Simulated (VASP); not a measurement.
KF (Carobbiite):

```
CELL_PARAMETERS angstrom
0.00000 2.70937 2.70937
2.70937 0.00000 2.70937
2.70937 2.70937 0.00000
ATOMIC_POSITIONS crystal
K 0.00000 0.00000 0.00000
F 0.50000 0.50000 0.50000
```

* Program: VASP 6.6.1
* Task: relaxation of cell and atoms
* Functional: PBE
* Dispersion: D3(BJ)
* Potentials or basis: VASP PAW PBE potentials, release 64 (K_sv, F)
* Cutoff: 600 eV
* k mesh: 8 × 8 × 8
* Occupations: gaussian, width 0.02 eV
* Spin: no spin polarisation

At the start: pressure -1.2 GPa; volume 19.89 Å³/atom.

Where does the relaxation end?

Over 4 steps the energy falls by 3.1 meV/atom and the volume is 19.09 Å³/atom (-4.0 %); space group Fm-3m (No. 225, to 0.05 Å).

The path:
```tsv
step	energy change (eV)	largest force (eV/Å)	pressure (GPa)	volume (Å³)
1	0.0000	0.0000	-1.20	39.78
2	-0.0048	0.0000	-0.60	38.92
3	-0.0061	0.0000	0.05	38.13
4	-0.0062	0.0000	0.01	38.19
```

Final structure:
```
K F
1.0
     0.00000    2.67275    2.67275
     2.67275    0.00000    2.67275
     2.67275    2.67275    0.00000
K F
1 1
Cartesian
  0.0000 0.0000 0.0000
  2.6728 2.6728 2.6728
```
